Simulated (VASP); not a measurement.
The input files of a VASP run:

### KPOINTS
```
Automatic mesh
0
Gamma
4 4 1
0 0 0
```

### INCAR
```
# general
SYSTEM  = CdO
PREC    = Accurate
ENCUT   = 400
LREAL   = .FALSE.
LASPH   = .TRUE.

# electronic loop
EDIFF   = 1E-6
NELM    = 100
ALGO    = Normal
LMAXMIX = 4

# smearing
ISMEAR  = 0
SIGMA   = 0.05

# functional
GGA     = PE

# ions
ISIF    = 2

# output
LWAVE   = .FALSE.
LCHARG  = .FALSE.
```

File POSCAR:
```
CdO
32.2222040
  0.1097847931   0.0000000000   0.0000000000
  0.0000000000   0.1097847931   0.0000000000
  0.0000000000   0.0000000000   0.5000000000
Cd O
2 2
Cartesian
  0.0553553590  -0.0000065871   0.2839540000
  0.0005261985   0.0551957319   0.2174130000
 -0.0004269531  -0.0001940995   0.2493310000
  0.0543302984   0.0547897478   0.2493020000
```

POTCAR, in this order: Cd O (PBE.64 set). Program: vasp_std.

Write an equivalent input for Quantum ESPRESSO's pw.x.

One equivalent input (not run):
```
&CONTROL
  calculation = 'scf'
  pseudo_dir = './pseudo'
  outdir = './out'
  tprnfor = .true.
  tstress = .true.
/
&SYSTEM
  ibrav = 0
  nat = 4
  ntyp = 2
  ecutwfc = 102
  occupations = 'smearing'
  smearing = 'gaussian'
  degauss = 0.003675
  input_dft = 'pbe'
/
&ELECTRONS
  conv_thr = 7.3e-08
  electron_maxstep = 100
/
ATOMIC_SPECIES
  Cd 112.414 Cd.upf
  O 15.999 O.upf
CELL_PARAMETERS angstrom
     3.5375080    0.0000000    0.0000000
     0.0000000    3.5375080    0.0000000
     0.0000000    0.0000000   16.1111020
ATOMIC_POSITIONS crystal
  Cd   0.5042170 -0.0000600  0.5679080
  Cd   0.0047930  0.5027630  0.4348260
  O   -0.0038890 -0.0017680  0.4986620
  O    0.4948800  0.4990650  0.4986040
K_POINTS automatic
  4 4 1 0 0 0
```
Limits of the translation: the potentials are each code's own (VASP's PAW set, PseudoDojo norm-conserving files in pw.x), so ENCUT and ecutwfc are chosen apart and not converted; conv_thr bounds pw.x's estimated SCF error, while EDIFF bounds the energy change between steps.

The cell is a sheet with vacuum, built from a generated structure.
